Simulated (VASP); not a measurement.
Given:

```
Cd
1.0
    1.47772    -2.55949     0.00000
    1.47772     2.55949     0.00000
    0.00000     0.00000     5.46958
Cd
2
Direct
  0.33333   0.66667   0.25000
  0.66667   0.33333   0.75000
```

Calculation: PBEsol GGA, VASP's PBE PAW potentials (set 64) (plane waves; VASP). Run with 480 eV cut-off, 14×14×6 Γ-centred mesh, first-order Methfessel-Paxton smearing of 0.10 eV, potentials Cd.

### Question
Give the stress tensor in GPa (positive for a compressed cell).

### Answer

```
1.56  0.00  0.00
0.00  1.56  0.00
0.00  0.00  0.27
```
The pressure is its mean diagonal, 1.13 GPa.

The compound is Cd in the hcp structure. It was relaxed first.
